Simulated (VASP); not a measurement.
VASP ran on this input.

**INCAR**
```
! general
SYSTEM = Ca
PREC   = Accurate
ENCUT  = 520   ! plane-wave cut-off (eV)
LREAL  = .False.
LASPH  = .True.   ! aspherical one-centre terms

! electronic loop
EDIFF  = 1E-7   ! SCF stop (eV)
NELM   = 100   ! most electronic steps
ALGO   = Normal

! smearing
ISMEAR = 1   ! Methfessel-Paxton
SIGMA  = 0.1   ! width (eV)

! functional
GGA    = PE   ! PBE

! ions
ISIF   = 2

! output
LWAVE  = .False.
LCHARG = .False.
```

**POSCAR**
```
Ca
1.0
  0.0000000000   2.7626254939   2.7626254939
  2.7626254939   0.0000000000   2.7626254939
  2.7626254939   2.7626254939   0.0000000000
Ca
1
Cart
  0.0000000000   0.0000000000   0.0000000000
```

KPOINTS:
```
Automatic
0
gamma
  11 11 11
0 0 0
```

POTCAR, in this order: Ca_sv (PBE.64 set). Program: vasp_std.

### Question
Write an equivalent input for Quantum ESPRESSO's pw.x.

### Answer
One equivalent input (not run):
```
&CONTROL
  calculation = 'scf'
  pseudo_dir = './pseudo'
  outdir = './out'
  tprnfor = .true.
  tstress = .true.
/
&SYSTEM
  ibrav = 0
  nat = 1
  ntyp = 1
  ecutwfc = 68
  occupations = 'smearing'
  smearing = 'methfessel-paxton'
  degauss = 0.00735
  input_dft = 'pbe'
/
&ELECTRONS
  conv_thr = 7.3e-09
  electron_maxstep = 100
/
ATOMIC_SPECIES
  Ca 40.078 Ca.upf
CELL_PARAMETERS angstrom
     0.0000000    2.7626255    2.7626255
     2.7626255    0.0000000    2.7626255
     2.7626255    2.7626255    0.0000000
ATOMIC_POSITIONS crystal
  Ca   0.0000000  0.0000000  0.0000000
K_POINTS automatic
  11 11 11 0 0 0
```
Limits of the translation: the potentials are each code's own (VASP's PAW set, PseudoDojo norm-conserving files in pw.x), so ENCUT and ecutwfc are chosen apart and not converted; conv_thr bounds pw.x's estimated SCF error, while EDIFF bounds the energy change between steps.

The compound is Ca in the fcc structure. It was relaxed first.
